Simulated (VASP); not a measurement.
Here is the system:

```
CELL_PARAMETERS angstrom
      4.76516     0.00000     0.00000
      0.00000     4.76516     0.00000
      0.00000     0.00000     3.20844
ATOMIC_POSITIONS crystal
  Sn 0.00000 0.00000 0.00000
  Sn 0.50000 0.50000 0.50000
  O  0.30585 0.30585 0.00000
  O  0.80585 0.19415 0.50000
  O  0.19415 0.80585 0.50000
  O  0.69415 0.69415 0.00000
```

Level of theory: r2SCAN meta-GGA, VASP's PBE PAW potentials (set 64) (plane waves; VASP 6.6.1). Numerical set-up: 520 eV cut-off, 5×5×8 Γ-centred mesh, tetrahedra with Blöchl corrections, potentials Sn_d O.

Unless said otherwise, spin-orbit coupling is left out, though it shifts the bands of the heavy elements here.

Task: Give the energies of bands 15 to 28 at the high-symmetry points, in eV from the valence-band maximum.

Result: 
```json
[
 {"band": "15", "Γ": "-8.04", "X": "-6.48", "M": "-5.44", "Z": "-7.05", "R": "-6.77", "A": "-7.83"},
 {"band": "16", "Γ": "-4.01", "X": "-6.48", "M": "-5.44", "Z": "-7.05", "R": "-6.77", "A": "-7.83"},
 {"band": "17", "Γ": "-4.01", "X": "-3.06", "M": "-3.84", "Z": "-4.17", "R": "-5.51", "A": "-4.96"},
 {"band": "18", "Γ": "-3.90", "X": "-3.06", "M": "-3.84", "Z": "-4.17", "R": "-5.51", "A": "-4.96"},
 {"band": "19", "Γ": "-3.11", "X": "-2.91", "M": "-2.97", "Z": "-3.71", "R": "-4.14", "A": "-2.52"},
 {"band": "20", "Γ": "-1.97", "X": "-2.91", "M": "-2.97", "Z": "-3.71", "R": "-4.14", "A": "-2.52"},
 {"band": "21", "Γ": "-1.89", "X": "-1.97", "M": "-1.96", "Z": "-2.59", "R": "-1.72", "A": "-2.35"},
 {"band": "22", "Γ": "-1.22", "X": "-1.97", "M": "-1.96", "Z": "-2.59", "R": "-1.72", "A": "-2.35"},
 {"band": "23", "Γ": "-1.22", "X": "-1.17", "M": "-1.30", "Z": "-1.66", "R": "-1.10", "A": "-0.95"},
 {"band": "24", "Γ": "-0.77", "X": "-1.17", "M": "-1.30", "Z": "-1.66", "R": "-1.10", "A": "-0.95"},
 {"band": "25", "Γ": "-0.77", "X": "-0.62", "M": "-0.91", "Z": "-1.26", "R": "-0.69", "A": "-0.85"},
 {"band": "26", "Γ": "0.00", "X": "-0.62", "M": "-0.91", "Z": "-1.26", "R": "-0.69", "A": "-0.85"},
 {"band": "27", "Γ": "1.73", "X": "4.95", "M": "5.39", "Z": "6.81", "R": "7.09", "A": "5.47"},
 {"band": "28", "Γ": "6.76", "X": "4.95", "M": "5.39", "Z": "6.81", "R": "7.09", "A": "5.47"}
]
```

The gap is direct, 1.73 eV, from the valence maximum at Γ to the conduction minimum at Γ.

The compound is SnO2 in the rutile structure. It was relaxed first.
